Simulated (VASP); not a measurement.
# Sc3Te (Fm-3m) in VASP: a series of runs, part 2 of 2

VASP 6.6.1.

## Step 5: Relaxation of cell and atoms, PBE

Contents of INCAR:

```
PREC = Accurate
ENCUT = 600
EDIFF = 1E-7
ISMEAR = -1
SIGMA = 0.05
LREAL = F
LASPH = T
NELM = 100
ALGO = Normal
ISIF = 3
LWAVE = F
LCHARG = F
GGA = PE
IBRION = 2
NSW = 60
EDIFFG = -0.01
```

Contents of KPOINTS:

```
Automatic mesh
0
Gamma
  5 5 5
```

Contents of POSCAR:

```
Sc3Te
1.0
    0.0000000000      3.5695000000      3.5695000000
    3.5695000000      0.0000000000      3.5695000000
    3.5695000000      3.5695000000      0.0000000000
Sc Te
3 1
Direct
    0.2500000000      0.2500000000      0.2500000000
    0.7500000000      0.7500000000      0.7500000000
    0.5000000000      0.5000000000      0.5000000000
    0.0000000000      0.0000000000      0.0000000000
```

Potentials or basis: VASP PAW PBE potentials, release 64 (Sc_sv, Te).

Command:

```sh
$ cat potpaw_PBE.64/Sc_sv/POTCAR potpaw_PBE.64/Te/POTCAR > POTCAR
$ mpirun -np 1 vasp_std > vasp.out
```

OUTCAR:

```text
PREC = Accurate
   ENCUT = 600
   EDIFF = 1E-7
   ISMEAR = -1
   LREAL = F
   LASPH = T
   NELM = 100
   ISIF = 3
   GGA = PE
   IBRION = 2
   NSW = 60
   EDIFFG = -0.01

 ion  position               nearest neighbor table
   1  0.250  0.250  0.250-   3 3.09   4 3.09   4 3.09   4 3.09   4 3.09   3 3.09   3 3.09   3 3.09

   2  0.750  0.750  0.750-   3 3.09   4 3.09   3 3.09   3 3.09   3 3.09   4 3.09   4 3.09   4 3.09

   3  0.500  0.500  0.500-   1 3.09   2 3.09   1 3.09   1 3.09   1 3.09   2 3.09   2 3.09   2 3.09

   4  0.000  0.000  0.000-   1 3.09   2 3.09   2 3.09   2 3.09   2 3.09   1 3.09   1 3.09   1 3.09

  LATTYP: Found a face centered cubic cell.
 ALAT       =     7.1390000000

  Lattice vectors:

 A1 = (   0.0000000000,   3.5695000000,   3.5695000000)
 A2 = (   3.5695000000,   0.0000000000,   3.5695000000)
 A3 = (   3.5695000000,   3.5695000000,   0.0000000000)

Analysis of symmetry for initial positions (statically):
=====================================================================
 Subroutine PRICEL returns:
 Original cell was already a primitive cell.

 Routine SETGRP: Setting up the symmetry group for a
 face centered cubic supercell.

 Subroutine GETGRP returns: Found 48 space group operations
 (whereof 48 operations were pure point group operations)
 out of a pool of 48 trial point group operations.

The static configuration has the point symmetry O_h .

Analysis of symmetry for dynamics (positions and initial velocities):
=====================================================================
 Subroutine PRICEL returns:
 Original cell was already a primitive cell.

 Routine SETGRP: Setting up the symmetry group for a
 face centered cubic supercell.

 Subroutine GETGRP returns: Found 48 space group operations
 (whereof 48 operations were pure point group operations)
 out of a pool of 48 trial point group operations.

The dynamic configuration has the point symmetry O_h .

 Subroutine INISYM returns: Found 48 space group operations
 (whereof 48 operations are pure point group operations),
 and found     1 'primitive' translations

----------------------------------------------------------------------------------------

                                     Primitive cell

  volume of cell :      90.9604

  direct lattice vectors                    reciprocal lattice vectors
     0.000000000  3.569500000  3.569500000    -0.140075641  0.140075641  0.140075641
     3.569500000  0.000000000  3.569500000     0.140075641 -0.140075641  0.140075641
     3.569500000  3.569500000  0.000000000     0.140075641  0.140075641 -0.140075641

  length of vectors
     5.048035311  5.048035311  5.048035311     0.242618127  0.242618127  0.242618127

  position of ions in fractional coordinates (direct lattice)
     0.250000000  0.250000000  0.250000000
     0.750000000  0.750000000  0.750000000
     0.500000000  0.500000000  0.500000000
     0.000000000  0.000000000  0.000000000

  ion indices of the primitive-cell ions
   primitive index   ion index
                 1           1
                 2           2
                 3           3
                 4           4

[... 26 lines left out ...]
 Following reciprocal coordinates:
            Coordinates               Weight
  0.000000  0.000000  0.000000      1.000000
  0.200000  0.000000  0.000000      8.000000
  0.400000  0.000000  0.000000      8.000000
  0.200000  0.200000  0.000000      6.000000
  0.400000  0.200000  0.000000     24.000000
 -0.400000  0.200000  0.000000     24.000000
 -0.200000  0.200000  0.000000     12.000000
  0.400000  0.400000  0.000000      6.000000
 -0.400000  0.400000  0.000000     12.000000
 -0.400000  0.400000  0.200000     24.000000
   k-points           NKPTS =     10   k-points in BZ     NKDIM =     10   number of bands    NBANDS=     23
   number of dos      NEDOS =    301   number of ions     NIONS =      4
   total plane-waves  NPLWV =  64000
   dimension x,y,z NGX =    40 NGY =   40 NGZ =   40
   dimension x,y,z NGXF=    80 NGYF=   80 NGZF=   80
   ions per type =               3   1
   NGX,Y,Z   is equivalent  to a cutoff of  13.17, 13.17, 13.17 a.u.
   NGXF,Y,Z  is equivalent  to a cutoff of  26.35, 26.35, 26.35 a.u.
 SYSTEM =  unknown system
   PREC   = accura    normal or accurate (medium, high low for compatibility)
   ISTART =      0    job   : 0-new  1-cont  2-samecut
   ICHARG =      2    charge: 1-file 2-atom 10-const
   ISPIN  =      1    spin polarized calculation?
   LNONCOLLINEAR =      F non collinear calculations
   LSORBIT =      F    spin-orbit coupling
   LASPH  =      T    aspherical Exc in radial PAW
   ENCUT  =  600.0 eV  44.10 Ry    6.64 a.u.  10.08 10.08 10.08*2*pi/ulx,y,z
   NELM   =    100;   NELMIN=  2; NELMDL= -5     # of ELM steps
   EDIFF  = 0.1E-06   stopping-criterion for ELM
   LREAL  =      F    real-space projection
   EDIFFG = -.1E-01   stopping-criterion for IOM
   NSW    =     60    number of steps for IOM
   IBRION =      2    ionic relax: 0-MD 1-quasi-New 2-CG
   NFREE  =      1    steps in history (QN), initial steepest desc. (CG)
   ISIF   =      3    stress and relaxation
   ISYM   =      2    0-nonsym 1-usesym 2-fastsym
   POTIM  = 0.5000    time-step for ionic-motion
   TEBEG  =    0.0;   TEEND  =   0.0 temperature during run
   PSTRESS=    0.0 pullay stress
   NELECT =      39.0000    total number of electrons
   NUPDOWN=      -1.0000    fix difference up-down
   EMIN   =  10.00;   EMAX   =-10.00  energy-range for DOS
   EFERMI =   0.00;   METHOD = LEGACY
   ISMEAR =    -1;   SIGMA  =   0.05  broadening in eV -4-tet -1-fermi 0-gaus
   EFERMI_NEDOS =   21; number of points for ismear=-14 and -15
   IALGO  =     38    algorithm
   IMIX   =      4    mixing-type and parameters
     AMIX     =   0.40;   BMIX     =  1.00
     AMIX_MAG =   1.60;   BMIX_MAG =  1.00
  volume/ion in A,a.u.               =      22.74       153.46
  Fermi-wavevector in a.u.,A,eV,Ry     =   1.234466  2.332802 20.733990  1.523905
  Thomas-Fermi vector in A             =   2.369155
   LORBIT       =      0    0 simple, 1 ext, 2 COOP (PROOUT), +10 PAW based schemes
   GGA     = PE    functional components
   LHFCALC =     F    Hartree Fock is set to
   AEXX    =    0.0000 exact exchange contribution
   IVDW    =     0    specifies the selected vdW correction
   LEPSILON=     F    determine dielectric tensor
   LRPA    =     F    only Hartree local field effects (RPA)
 conjugate gradient relaxation of ions
 non-spin polarized calculation
  energy-cutoff  :      600.00
  volume of cell :       90.96
 maximum number of plane-waves:      3071
   NGX = 21   NGY = 21   NGZ = 21

 number of electron      39.0000007 magnetization

 Free energy of the ion-electron system (eV)
  ---------------------------------------------------
  ext. energy  EPLUGINS =         0.00000000
  ---------------------------------------------------
  free energy    TOTEN  =       -22.62746251 eV

  energy without entropy =      -22.57495436  energy(sigma->0) =      -22.60120843

 E-fermi :   6.4631     XC(G=0): -10.4044

 val. band max:        6.4225868211   @ k =   0.0000   0.0000   0.0000
 cond. band min:       6.5099394922   @ k =   0.2000   0.2000   0.0000
 fundamental gap:      0.0873526712
 Fermi energy:         6.4630990698

 k-point     1 :       0.0000    0.0000    0.0000
  band No.  band energies     occupation
      1     -43.0630      2.00000
      2     -43.0077      2.00000
      3     -42.9406      2.00000
      4     -21.7911      2.00000
      5     -21.7911      2.00000
      6     -21.7911      2.00000
[... 249 lines left out ...]
     22       7.0260      0.00003
     23       7.3442      0.00000

------------------------ aborting loop because EDIFF is reached ----------------------------------------

  FORCE on cell =-STRESS in cart. coord.  units (eV):
  Direction    XX          YY          ZZ          XY          YZ          ZX
  --------------------------------------------------------------------------------------
  -------------------------------------------------------------------------------------
  Total       -0.0125428     -0.0125428     -0.0125428     -0.0000000      0.0000000     -0.0000000
  in kB       -0.2209296     -0.2209296     -0.2209296     -0.0000000      0.0000000     -0.0000000
  external PRESSURE =      -0.2209296 kB  Pullay stress =       0.0000000 kB

 VOLUME and BASIS-vectors are now :
 -----------------------------------------------------------------------------
  energy-cutoff  :      600.00
  volume of cell :       90.96
      direct lattice vectors                 reciprocal lattice vectors
     0.000000000  3.569500000  3.569500000    -0.140075641  0.140075641  0.140075641
     3.569500000  0.000000000  3.569500000     0.140075641 -0.140075641  0.140075641
     3.569500000  3.569500000  0.000000000     0.140075641  0.140075641 -0.140075641

 POSITION                                       TOTAL-FORCE (eV/Angst)
 -----------------------------------------------------------------------------------
      1.78475      1.78475      1.78475         0.000000      0.000000      0.000000
      5.35425      5.35425      5.35425        -0.000000     -0.000000     -0.000000
      3.56950      3.56950      3.56950        -0.000000     -0.000000     -0.000000
      0.00000      0.00000      0.00000        -0.000000     -0.000000     -0.000000
 -----------------------------------------------------------------------------------
    total drift:                               -0.000000     -0.000000      0.000000

  FREE ENERGIE OF THE ION-ELECTRON SYSTEM (eV)
  ---------------------------------------------------
  free  energy   TOTEN  =       -22.6274625108 eV

  energy  without entropy=      -22.5749543584  energy(sigma->0) =      -22.60120843

 reached required accuracy - stopping structural energy minimisation
```

CONTCAR:

```text
Sc3Te
   1.00000000000000
     0.0000000000000000    3.5695000000000001    3.5695000000000001
     3.5695000000000001    0.0000000000000000    3.5695000000000001
     3.5695000000000001    3.5695000000000001    0.0000000000000000
  Sc              Te
     3     1
Direct
     0.2500000000000000    0.2500000000000000    0.2500000000000000
     0.7500000000000000    0.7500000000000000    0.7500000000000000
     0.5000000000000000    0.5000000000000000    0.5000000000000000
     0.0000000000000000    0.0000000000000000    0.0000000000000000

  0.00000000E+00  0.00000000E+00  0.00000000E+00
  0.00000000E+00  0.00000000E+00  0.00000000E+00
  0.00000000E+00  0.00000000E+00  0.00000000E+00
  0.00000000E+00  0.00000000E+00  0.00000000E+00
```

It took 39 s on 1 thread of Intel Xeon Platinum 8375C at 2.90GHz (Ice Lake), shared host; peak memory 0.24 GiB.

Results:

* Free energy: -22.6275 eV
* Pressure after relaxing: 0.0 GPa
* Band gap on the k mesh: none (metal or under the smearing width)

Final structure:
```xyz
4
Lattice="0.0000 3.5695 3.5695 3.5695 0.0000 3.5695 3.5695 3.5695 0.0000" Properties=species:S:1:pos:R:3 pbc="T T T"
Sc    1.7848    1.7848    1.7848
Sc    5.3543    5.3543    5.3543
Sc    3.5695    3.5695    3.5695
Te    0.0000    0.0000    0.0000
```

Caveat: the relaxation stopped at its first step, so nothing moved.

## Step 6: For comparison

An earlier run on the cell as given: functional PBE; potentials or basis VASP PAW PBE potentials, release 64 (Sc_sv, Te); cutoff 520 eV; k mesh 7 × 7 × 7; occupations fermi-dirac, width 0.05 eV; no spin polarisation.

- Pressure: 0.1 GPa
- Band gap on the k mesh: none (metal or under the smearing width)

## Step 7: The runs side by side

| task | cell | k mesh | cutoff (eV) | target pressure | gap on the mesh (eV) | pressure (GPa) |
| --- | --- | --- | --- | --- | --- | --- |
| relaxation of cell and atoms | relaxed to 10 GPa | 5 × 5 × 5 | 600 | 10 GPa | none | 10.0 |
| relaxation of cell and atoms | relaxed to 20 GPa | 5 × 5 × 5 | 600 | 20 GPa | none | 20.0 |
| relaxation of cell and atoms | relaxed to 30 GPa | 5 × 5 × 5 | 600 | 30 GPa | none | 30.0 |
| relaxation of cell and atoms | relaxed | 5 × 5 × 5 | 600 | - | none | 0.0 |
| single point | as given | 7 × 7 × 7 | 520 | - | none | 0.1 |

Alike in all rows: level PBE; potentials or basis VASP PAW PBE potentials, release 64 (Sc_sv, Te); no spin polarisation; smearing fermi-dirac 0.05 eV.

Caveats: the cell is relaxed towards a set pressure, so the enthalpy falls and the energy may rise (some runs); the relaxation stopped at its first step, so nothing moved (some runs).

Total energies depend on the potentials used, so only differences within one code and one set of settings carry meaning.
